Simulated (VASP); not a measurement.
Consider the following.

```
LiH
1.0
    0.00000     1.96861     1.96861
    1.96861     0.00000     1.96861
    1.96861     1.96861     0.00000
Li H
1 1
Direct
  0.00000   0.00000   0.00000
  0.50000   0.50000   0.50000
```

Computed with revTPSS meta-GGA, VASP's PBE PAW potentials (set 64) (plane waves; VASP). Numerical set-up: 520 eV cut-off, 13×13×13 Γ-centred mesh, tetrahedra with Blöchl corrections, potentials Li_sv H.

Q: Predict the energy per atom (σ→0), band gap (over mesh and band path) with the smallest direct gap where there is one.

A: 
```yaml
band gap (over mesh and band path): 3.66 eV
smallest direct gap (over mesh and band path): 3.66 eV
energy per atom (σ→0): -3.659 eV/atom
```

The absolute energy has meaning only against runs of the same code, potentials and settings.

The compound is LiH in the rock salt structure. It was relaxed first, which changed the volume by -10 %.
